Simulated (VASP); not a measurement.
**BIr: equation of state with PBEsol**

BIr:

```
Ir B
1.0
     3.04211    0.00000    0.00000
    -1.52105    2.63454    0.00000
     0.00000    0.00000    2.70297
Ir B
1 1
Cartesian
  1.5211 0.8782 0.0000
  0.0000 0.0000 1.3515
```

The cell comes from a database or a generator and needn't be the stable form of this composition.

```json
{"Program": "VASP 6.6.1", "Task": "equation of state", "Functional": "PBEsol", "Potentials or basis": "VASP PAW PBE potentials, release 64 (Ir, B)", "Cutoff": "520 eV", "k mesh": "10 × 10 × 10", "Occupations": "fermi-dirac, width 0.05 eV", "Spin": "no spin polarisation", "Ladder": "free", "Further INCAR settings": "ALGO = Normal; EDIFF = 1e-07; NBANDS = 13"}
```

```
Equilibrium volume                        : 10.70 Å³/atom
Bulk modulus at fixed shape and positions : 337 GPa
Pressure derivative of the bulk modulus   : 4.5
```

Energy against volume, from the lowest point:
| volume (Å³/atom) | energy (meV/atom) |
| --- | --- |
| 10.182 | 27.78 |
| 10.398 | 8.50 |
| 10.615 | 0.00 |
| 10.832 | 1.15 |
| 11.048 | 10.92 |
| 11.265 | 28.39 |
| 11.481 | 52.76 |

All runs of the series together: 2.1 min on 1 thread of Intel(R) Xeon(R) Platinum 8375C CPU @ 2.90GHz (Ice Lake), on a shared host.

Caveat: the cell was scaled at fixed shape and fractional positions, which overstates the stiffness of a crystal with free parameters, most of all of layers and chains; the PAW data sets were made with another functional, which shifts forces and pressure a little. The run has no spin-orbit coupling, so splittings on Ir are missing.
